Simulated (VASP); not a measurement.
```
Cu
1.0
    0.00000     1.84110     1.84110
    1.84110     0.00000     1.84110
    1.84110     1.84110     0.00000
Cu
1
Direct
  0.00000   0.00000   0.00000
```

Calculation: PBE GGA, VASP's PBE PAW potentials (set 64) (plane waves; VASP). Run with 400 eV cut-off, 6×6×6 Monkhorst-Pack mesh, first-order Methfessel-Paxton smearing of 0.10 eV, potentials Cu.

Gaps are read on the run's mesh, which can miss a band edge.

Estimate the energy per atom (σ→0), pressure, band gap (on the k-mesh) with the smallest direct gap where there is one.

| Quantity | Value |
|---|---|
| band gap (on the k-mesh) | none (metal, semimetal or under 0.01 eV) |
| energy per atom (σ→0) | -3.709 eV/atom |
| pressure | -5.48 GPa |

The absolute energy has meaning only against runs of the same code, potentials and settings.

The compound is Cu in the fcc structure. The cell was not relaxed at this level. The k-mesh is coarse (spacing up to 0.49 per Å, 2π included), so the numbers may not be converged in it. The run is one of a series of settings (KPOINTS 6×6×6 Monkhorst-Pack mesh against the base run), some of them coarse on purpose.
